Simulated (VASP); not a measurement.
Write the native input for VASP 6.6.1 that does the following.

```
Task                   : relaxation of cell and atoms
Functional             : PBE
Potentials or basis    : VASP PAW PBE potentials, release 64 (Zn, Ga_d, P)
Cutoff                 : 600 eV
k mesh                 : 8 × 8 × 6
Occupations            : methfessel-paxton, width 0.02 eV
Spin                   : no spin polarisation
Further INCAR settings : ALGO = Fast; EDIFF = 1e-07; IBRION = 2; EDIFFG = -0.005; NSW = 40; ISIF = 3
```

The structure of ZnGaP lies in POSCAR:

```
ZnGaP
1.0
    4.0159400000      0.0000000000      0.0000000000
   -2.0079700000      3.4779100000      0.0000000000
    0.0000000000      0.0000000000      4.4042000000
Zn Ga P
1 1 1
Direct
    0.0000000000      0.0000000000      0.5000000000
    0.6666700000      0.3333300000      0.0000000000
    0.3333300000      0.6666700000      0.5000000000
```

The cell was built by a generator and needn't be a form met in nature.

These files were run (other wordings do the same):

INCAR

```
PREC = Accurate ; ENCUT = 600
EDIFF = 1E-7 ; ISMEAR = 1
SIGMA = 0.02 ; LREAL = F
LASPH = T ; NELM = 60
ALGO = Fast ; ISIF = 3
LWAVE = F ; LCHARG = F
GGA = PE ; IBRION = 2
NSW = 40 ; EDIFFG = -0.005
PSTRESS = 0 ; LMAXMIX = 6
```

KPOINTS

```
Automatic mesh
0
Gamma
  8 8 6
```

Potentials or basis: VASP PAW PBE potentials, release 64 (Zn, Ga_d, P).

The run is started by

```bash
$ cat potpaw_PBE.64/Zn/POTCAR potpaw_PBE.64/Ga_d/POTCAR potpaw_PBE.64/P/POTCAR > POTCAR
$ mpirun -np 1 vasp_std > vasp.out
```

It gave:

```yaml
Relaxed_volume: 20.52 Å³/atom
Relaxed_cell: a = 4.021 Å, b = 4.021 Å, c = 4.396 Å, α = 90.00°, β = 90.00°, γ = 120.00°
Space_group_after_relaxing_to_0.05_Å: P-6m2 (No. 187)
Energy_gained_by_relaxing: 0.0 meV/atom
Ionic_steps: 7
Pressure_after_relaxing: 0.0 GPa
Band_gap_on_the_k_mesh: none (metal or under the smearing width)
```

Wall time 2.8 min on 1 thread of Intel(R) Xeon(R) Platinum 8559C (Emerald Rapids), on a shared host, peak memory 0.29 GiB.
